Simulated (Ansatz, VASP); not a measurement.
## SiGe3O8 (amorphous 25SiO2-75GeO2 (mol %)): VASP beside Ansatz

Wanted: the spread between two codes on one cell, functional and k mesh. The cell is taken from a series of runs on this material, whose earlier steps may have relaxed, scaled, displaced or heated it; both programs get it as it stands.

Calculated with Ansatz 0.2.0; plane waves, with VASP 6.6.1 beside it; single point at PBE.

## Step 1: Starting point

The cell holds 96 atoms: 8 Si, 24 Ge and 64 O. Its edges and angles: a = 11.460 Å, b = 11.460 Å, c = 11.460 Å, α = 90.0°, β = 90.0°, γ = 90.0°. As first built, before any earlier steps moved the atoms (in the runner's words): 96 atoms (8 Si, 24 Ge, 64 O) placed at random at 3.3 g/cm^3, melted at 5000 K for 10 ps at fixed volume with the Morse and Coulomb pair potential with partial charges (Pedone, Malavasi, Menziani, Cormack and Segre, J. Phys. Chem. B 110, 11780 (2006)). Quenched from 5000 K to 300 K at 50 K/ps and fixed volume, held 5 ps, then minimised at fixed cell.

## Step 2: VASP: single point, PBE, pair 1

With cell and atoms fixed, the geometry can't cause a difference; cores, projectors, grids and the points listed under the comparison can.

Lines of VASP's logs that name or quote its potential files are left out, and so is its time.

The input, INCAR:

```
SYSTEM = SiGe3O8
PREC = Accurate
ENCUT = 520
EDIFF = 1E-06
NELM = 120
ISMEAR = -1
SIGMA = 0.025
LREAL = Auto
ALGO = Normal
GGA = PE
NBANDS = 448
LORBIT = 11
LWAVE = .FALSE.
LCHARG = .FALSE.
ISIF = 2
LASPH = .TRUE.
GGA_COMPAT = .FALSE.
EFERMI = MIDGAP
NCORE = 2
```

The input, POSCAR:

```
SiGe3O8
1.0
   11.4603000000      0.0000000000      0.0000000000
    0.0000000000     11.4603000000      0.0000000000
    0.0000000000      0.0000000000     11.4603000000
Si Ge O
8 24 64
Direct
    0.7160800000      0.8356400000      0.7305100000
    0.1033100000      0.7310100000      0.2686600000
    0.6254500000      0.1630900000      0.2101500000
    0.5229500000      0.6369100000      0.2482200000
    0.3143400000      0.7410300000      0.8676600000
    0.3990900000      0.8885800000      0.4615800000
    0.5360900000      0.6245700000      0.7526200000
    0.6196500000      0.2812800000      0.4669000000
    0.2719200000      0.9574800000      0.2238200000
    0.3535000000      0.2183000000      0.1862800000
    0.8293600000      0.4534700000      0.4049600000
    0.2557300000      0.3447900000      0.9502600000
    0.9220800000      0.9927000000      0.4662000000
    0.8755400000      0.1952200000      0.0721100000
    0.0307800000      0.1010100000      0.7171800000
    0.8983200000      0.7195100000      0.5384900000
    0.7357400000      0.5049000000      0.1215500000
    0.4838500000      0.5081400000      0.4935500000
    0.2526800000      0.6401400000      0.4939700000
    0.6874300000      0.4007700000      0.8574500000
    0.0970800000      0.6221600000      0.7337500000
    0.8837000000      0.7465800000      0.1144400000
    0.3021800000      0.1202900000      0.6024100000
    0.6261400000      0.8831200000      0.1685400000
    0.9107300000      0.9395400000      0.9210600000
    0.6443300000      0.0141700000      0.5398100000
    0.9728300000      0.3600900000      0.8349700000
    0.2800900000      0.3495700000      0.4104800000
    0.2849400000      0.6015500000      0.1014800000
    0.0163900000      0.2396400000      0.3292800000
[... 60 atom lines left out ...]
    0.5490700000      0.8969300000      0.0388700000
    0.1500200000      0.6803700000      0.3937000000
    0.2907100000      0.2408300000      0.5115600000
    0.3306200000      0.9622900000      0.0860200000
    0.1864400000      0.7091600000      0.8198400000
    0.1975500000      0.5941000000      0.6220500000
```

The input, KPOINTS:

```
Automatic mesh
0
Gamma
1 1 1
0 0 0
```

Potentials, in the order of the species: Si, Ge_d and O (PBE family, release 64).

Launch:

```
$ mpirun -np 8 vasp_gam
```

Numbers of over 12 decimals in the logs are rounded to 6 here.

What it wrote:

```text
[banner, memory and clock lines left out]
running    8 mpi-ranks, on    1 nodes
[...]
LDA part: xc-table for (Slater+PW92), standard interpolation
 POSCAR, INCAR and KPOINTS ok, starting setup
[...]
entering main loop
       N       E                     dE             d eps       ncg     rms          rms(c)
DAV:   1     0.244391772146E+05    0.24439E+05   -0.25171E+05  1192   0.406E+03
DAV:   2     0.535316901036E+04   -0.19086E+05   -0.18042E+05   912   0.116E+03
DAV:   3     0.405234716151E+02   -0.53126E+04   -0.49796E+04   984   0.386E+02
DAV:   4    -0.704926048797E+03   -0.74545E+03   -0.73166E+03  1032   0.167E+02
[...]
DAV:  17    -0.635779280907E+03   -0.46857E-05   -0.13916E-04  1192   0.411E-02    0.103E-02
DAV:  18    -0.635779279682E+03    0.12256E-05   -0.24471E-05  1248   0.225E-02    0.646E-03
DAV:  19    -0.635779279212E+03    0.46953E-06   -0.60846E-06   936   0.138E-02
   1 F= -.63577928E+03 E0= -.63577928E+03  d E =-.770078E-15
```

From OUTCAR (step 2):

```text
  FREE ENERGIE OF THE ION-ELECTRON SYSTEM (eV)
  ---------------------------------------------------
  free  energy   TOTEN  =      -635.7792792121 eV

  energy  without entropy=     -635.7792792121  energy(sigma->0) =     -635.77927921
```

The run ends at a pressure of 4.95 GPa, with forces up to 3.1 eV/Å.

## Step 3: Ansatz: single point, PBE, pair 1

Ansatz runs on its default PAW (the set named soft_2) files.

The same cell, functional, mesh and smearing now go to Ansatz, which takes its cutoff from its data sets.

The input, input.yaml:

```yaml
crystal:
  lattice:
    - [11.4603, 0.0, 0.0]
    - [0.0, 11.4603, 0.0]
    - [0.0, 0.0, 11.4603]
  atoms:
    - { symbol: Si, position: [0.71608, 0.83564, 0.73051] }
    - { symbol: Si, position: [0.10331, 0.73101, 0.26866] }
    - { symbol: Si, position: [0.62545, 0.16309, 0.21015] }
    - { symbol: Si, position: [0.52295, 0.63691, 0.24822] }
    - { symbol: Si, position: [0.31434, 0.74103, 0.86766] }
    - { symbol: Si, position: [0.39909, 0.88858, 0.46158] }
    - { symbol: Si, position: [0.53609, 0.62457, 0.75262] }
    - { symbol: Si, position: [0.61965, 0.28128, 0.4669] }
    - { symbol: Ge, position: [0.27192, 0.95748, 0.22382] }
    - { symbol: Ge, position: [0.3535, 0.2183, 0.18628] }
    - { symbol: Ge, position: [0.82936, 0.45347, 0.40496] }
    - { symbol: Ge, position: [0.25573, 0.34479, 0.95026] }
    - { symbol: Ge, position: [0.92208, 0.9927, 0.4662] }
    - { symbol: Ge, position: [0.87554, 0.19522, 0.07211] }
    - { symbol: Ge, position: [0.03078, 0.10101, 0.71718] }
    - { symbol: Ge, position: [0.89832, 0.71951, 0.53849] }
    - { symbol: Ge, position: [0.73574, 0.5049, 0.12155] }
    - { symbol: Ge, position: [0.48385, 0.50814, 0.49355] }
    - { symbol: Ge, position: [0.25268, 0.64014, 0.49397] }
    - { symbol: Ge, position: [0.68743, 0.40077, 0.85745] }
    - { symbol: Ge, position: [0.09708, 0.62216, 0.73375] }
    - { symbol: Ge, position: [0.8837, 0.74658, 0.11444] }
    - { symbol: Ge, position: [0.30218, 0.12029, 0.60241] }
    - { symbol: Ge, position: [0.62614, 0.88312, 0.16854] }
    - { symbol: Ge, position: [0.91073, 0.93954, 0.92106] }
    - { symbol: Ge, position: [0.64433, 0.01417, 0.53981] }
    - { symbol: Ge, position: [0.97283, 0.36009, 0.83497] }
    - { symbol: Ge, position: [0.28009, 0.34957, 0.41048] }
    - { symbol: Ge, position: [0.28494, 0.60155, 0.10148] }
    - { symbol: Ge, position: [0.01639, 0.23964, 0.32928] }
[... 60 atom lines left out ...]
    - { symbol: O, position: [0.54907, 0.89693, 0.03887] }
    - { symbol: O, position: [0.15002, 0.68037, 0.3937] }
    - { symbol: O, position: [0.29071, 0.24083, 0.51156] }
    - { symbol: O, position: [0.33062, 0.96229, 0.08602] }
    - { symbol: O, position: [0.18644, 0.70916, 0.81984] }
    - { symbol: O, position: [0.19755, 0.5941, 0.62205] }
kpoints:
  mp_grid: { grid: [1, 1, 1] }
hamiltonian:
  xc: pbe
scf:
  occupations: { method: fermi_dirac, width: 0.025 }
output:
  forces: true
```

Launch:

```
$ ansatz run input.yaml --threads 4 --pin off --max-ram 8192MiB --backend cpu --events-out ev --progress --plain --runs-dir out
```

What it wrote:

```text
Engine: ansatz 0.2.0, aarch64-unknown-linux-gnu
Pseudopotentials: kind: paw
Pseudopotential: Si, paw, valence charge 4, recommended cutoff 420 eV (normal), Si.paw.azcp
Pseudopotential: Ge, paw, valence charge 14, recommended cutoff 420 eV (normal), Ge.paw.azcp
Pseudopotential: O, paw, valence charge 6, recommended cutoff 420 eV (normal), O.paw.azcp
Functional definition: PBE
  parameter kappa = 0.804
  parameter beta = 0.066725
  exchange = pbe_x(kappa = kappa, mu = beta*pi^2/3)
  correlation = pbe_c(beta = beta)
Crystal: 96 atoms, lattice volume = 1505.178 Å³
Basis set: ecut = 420 eV, 29423 PW (Γ), exchange–correlation on 160×160×160 points (8 copies of the dense FFT grid, shifted against one another)
Bands: 472, of which v1, the nominal top of the filled ones, is band 376 counted from 1 (375 counted from 0)
Symmetry: 1 space group operations
Space group: P1 (ITA 1), of the structure as read, at distance tolerance 1.1e-4 Å
k-points: 1
Non-local potential: Si, projectors of the file, l = 0: 2, l = 1: 2, l = 2: 2
Non-local potential: Ge, projectors of the file, l = 0: 2, l = 1: 2, l = 2: 3, l = 3: 1
Non-local potential: O, projectors of the file, l = 0: 2, l = 1: 2, l = 2: 1
PAW form: soft (Blöchl's): semilocal exchange-correlation on the pseudo side does not see the compensation charge
PAW one-centre angular grid: Si, 110 points (default); XC on 64 Gauss nodes
PAW one-centre angular grid: Ge, 590 points (default); XC on 64 Gauss nodes
PAW one-centre angular grid: O, 110 points (default); XC on 64 Gauss nodes
Initial density: superposition of atomic densities (neutral atoms: chi_scale 0, normalization atom), corrected by the library's trained network
Initial wavefunctions: pseudopotential atomic-orbital guess
Functional: x = pbe(κ = 0.804, μ = 0.219515), c = pbe(β = 0.066725)
SCF iter   1: F=—  HF=-144488.642082 eV  |F-HF|=—  |Δ(HF+E_count)|=         —  Δρ=2.78e-3  dr2=1.89e-1  ethr=1.77e-3  ⟨swp⟩=5.0  Hψ=1769  notcnv=0  defer=74
preconditioner: auto → Resta (q_TF=auto, 2.430 Å⁻¹)  ε∞=2.7  [insulator: Δε(μ)=2.074 eV  Ē_g=20.416 eV  σ=0.025 eV  W_gap=1.00  n_scr=364 (ndim 8)  ℏωp=26.2 eV  f_vac=0.281  D(μ)=0.00/eV (n_scr^D=0)  ε∞_Penn≈2.7]
SCF iter   2: F=—  HF=-144488.630059 eV  |F-HF|=—  |Δ(HF+E_count)|=   1.20e-2  Δρ=1.50e-3  dr2=3.88e-2  ethr=2.51e-5  ⟨swp⟩=2.0  Hψ=808  notcnv=0  defer=87
SCF iter   3: F=—  HF=-144488.626009 eV  |F-HF|=—  |Δ(HF+E_count)|=   4.05e-3  Δρ=6.93e-4  dr2=9.56e-3  ethr=5.15e-6  ⟨swp⟩=2.0  Hψ=770  notcnv=0  defer=51
automatic band count: iteration 3 solves 436 bands in place of 472: the levels show a gap, and the empty bands left out lie too high to hold charge; the band table lists the bands solved (type scf.n_extra_bands for more)
SCF iter   4: F=—  HF=-144488.624593 eV  |F-HF|=—  |Δ(HF+E_count)|=   1.42e-3  Δρ=2.19e-4  dr2=8.24e-4  ethr=1.27e-6  ⟨swp⟩=2.0  Hψ=649  notcnv=0  defer=51
SCF iter   5: F=—  HF=-144488.624630 eV  |F-HF|=—  |Δ(HF+E_count)|=   3.78e-5  Δρ=1.32e-4  dr2=2.25e-4  ethr=1.10e-7  ⟨swp⟩=2.0  Hψ=755  notcnv=0  defer=51
SCF iter   6: F=—  HF=-144488.624543 eV  |F-HF|=—  |Δ(HF+E_count)|=   8.74e-5  Δρ=3.30e-5  dr2=1.65e-5  ethr=2.99e-8  ⟨swp⟩=2.0  Hψ=755  notcnv=0  defer=51
SCF iter   7: F=—  HF=-144488.624838 eV  |F-HF|=—  |Δ(HF+E_count)|=   2.95e-4  Δρ=1.45e-5  dr2=3.13e-6  ethr=2.19e-9  ⟨swp⟩=2.0  Hψ=812  notcnv=0  defer=51
SCF iter   8: F=—  HF=-144488.624840 eV  |F-HF|=—  |Δ(HF+E_count)|=   2.00e-6  Δρ=7.48e-6  dr2=7.39e-7  ethr=4.16e-10  ⟨swp⟩=2.0  Hψ=761  notcnv=0  defer=51
SCF iter   9: F=-144488.624840 eV  HF=-144488.624840 eV  |F-HF|=2.46e-8  |Δ(HF+E_count)|=   7.95e-9  Δρ=2.14e-6  dr2=6.58e-8  ethr=1.33e-11  ⟨swp⟩=3.0  Hψ=1576  notcnv=0
SCF 1 converged in 9 iterations: F = -144488.624840 eV  dr2 = 6.58e-8
  greatest PAW one-centre occupation: 0.999 electrons in one spin orbital (limit 2), on the Ge atom at site 26 (counted from 0), in its partial waves of l = 2
SCF converged after 9 iterations
Free energy (F): -144488.624840 eV
Harris-Foulkes:  -144488.624840 eV  (|F-HF|=2.46e-8)
Internal energy: -144488.624840 eV  (E = F + TS)
E sigma→0 (E₀):  -144488.624840 eV
Fermi energy:    3.822412 eV
--- Per-component energies (eV) ---
  E_band       = -7409.851451
  E_kinetic    = 14349.241451
  E_local      = -112163.949098  (includes V_loc(G=0)·N_el)
  E_nonlocal   = 13529.437553
  E_hartree    = 47469.178412
  E_xc         = -6934.842605
  E_vxc        = -7902.843519  (∫ρ·V_xc dr)
  E_paw        = -62924.574313  (= ΣΔE_a)
  E_vpaw       = -10160.249837  (= ΣTr[D̂ρ^β])
  E_aug_tail   = 0.171409  (compensation charges beyond the density's cutoff)
  E_ewald      = -37813.287649
  E_smearing   = -0.000000  (= −TS)
  E_closure    = 0.000000  (closes the sum)
  Σ components = -144488.624840   (vs F -144488.624840, Δ=0.00e0)
--- Forces (eV/Å), atoms counted from 1 ---
  atom   1  Si     1.15659210    -0.49422155    -1.19159831
  atom   2  Si     2.90621860     0.13741276    -1.04571712
  atom   3  Si    -0.40574206    -0.46953619     0.77087215
  atom   4  Si     0.00155631    -0.15316328    -1.09064073
  atom   5  Si     0.61360891    -1.31360329     0.69076216
  atom   6  Si    -1.17447382     0.93174513    -0.03918815
  atom   7  Si     0.18549440     0.27360398     0.14064600
  atom   8  Si     0.98206097     0.17654529    -2.32190376
  atom   9  Ge     0.83034996    -0.18137650    -0.17073738
  atom  10  Ge     0.18630764    -0.68583500    -0.01235875
  atom  11  Ge    -0.13519265    -0.15511598    -1.15890772
  atom  12  Ge     0.08761788     0.30481770     0.21569155
  atom  13  Ge    -0.37162935     0.69676958     1.06742180
  atom  14  Ge     0.21686495    -0.36002445    -0.31695548
  atom  15  Ge    -0.33609440     0.26070354    -0.40816819
  atom  16  Ge    -0.50377033     0.26644257     0.91554557
  atom  17  Ge    -0.14195541     0.92074323     0.95595298
  atom  18  Ge     0.48591869     0.24486143    -0.18156173
  atom  19  Ge    -0.58526228     1.38491209    -0.10292474
  atom  20  Ge     0.10446816     0.68303510     0.20783345
  atom  21  Ge    -0.07754107    -0.23040056    -0.35146779
  atom  22  Ge    -1.31813195     0.01568277    -0.04586410
  atom  23  Ge    -0.19461553    -0.30115135    -0.14280533
  atom  24  Ge    -0.50137480     0.13699687    -0.65032446
[...]
atom  89  O      0.02773548     0.02701053    -0.17749292
  atom  90  O      1.17819227     0.35736599     0.56805342
  atom  91  O      0.59098254    -0.56727504    -1.21150189
  atom  92  O     -1.51217350    -0.02282372    -0.14342804
  atom  93  O      0.17694620     0.40700778     0.30593681
  atom  94  O     -0.75696849     0.03226585    -0.60884120
  atom  95  O     -0.78465467     0.83041773     0.18194848
  atom  96  O      0.99369114    -1.26920726    -0.07166476
  max |Σ_I F_I| component: 1.16e-4 eV/Å
```

## Step 4: Differences

Known differences besides the potentials themselves: the cutoff is 420 eV in Ansatz and 520 eV in VASP (PREC = Accurate, projectors in real space). Total energies have different zeros and are not compared.

The two programs side by side:

| quantity | Ansatz | VASP | difference |
| --- | --- | --- | --- |
| gap on the k mesh (eV) | 1.847 | 1.809 | +0.037 |

Forces on 10 of the 96 atoms, those with the largest forces and the largest differences (eV/Å; atoms numbered as in POSCAR):

| atom | Ansatz x, y, z | VASP x, y, z |
| --- | --- | --- |
| Si2 | 2.906, 0.137, -1.046 | 2.890, 0.134, -1.010 |
| Si8 | 0.982, 0.177, -2.322 | 0.972, 0.174, -2.307 |
| O34 | -0.511, 0.249, 1.784 | -0.501, 0.144, 1.789 |
| O39 | 1.785, -0.390, -0.579 | 1.730, -0.377, -0.564 |
| O50 | 1.134, -0.817, -1.457 | 1.113, -0.800, -1.440 |
| O56 | 0.299, 1.210, -0.053 | 0.275, 1.125, 0.037 |
| O71 | -0.714, -0.090, 1.510 | -0.794, -0.076, 1.414 |
| O74 | 1.250, 1.677, 0.276 | 1.217, 1.645, 0.282 |
| O78 | 0.832, 0.569, 0.202 | 0.778, 0.512, 0.296 |
| O86 | -1.347, 0.359, 1.255 | -1.327, 0.350, 1.224 |

The forces differ by 38 meV/Å r.m.s., which is 5.3 % of the r.m.s. force of 0.715 eV/Å (both taken over all components). A gap on the mesh is an upper bound, since the band edges may lie between its points.

(Continued in part 2 of 2.)

[Lines on the potential files, build, host, timing and source positions are cut from VASP's logs without a mark.]

[Logs are printed without paths, hosts, clocks, repeated set-up lines and the standing remarks that a program may print on its own settings, such as how far it seeks lower states.]

[Hosts, paths, dates, database ids (printed as entryN), source tags and the programs' standing remarks are cut or masked in the printed files.]
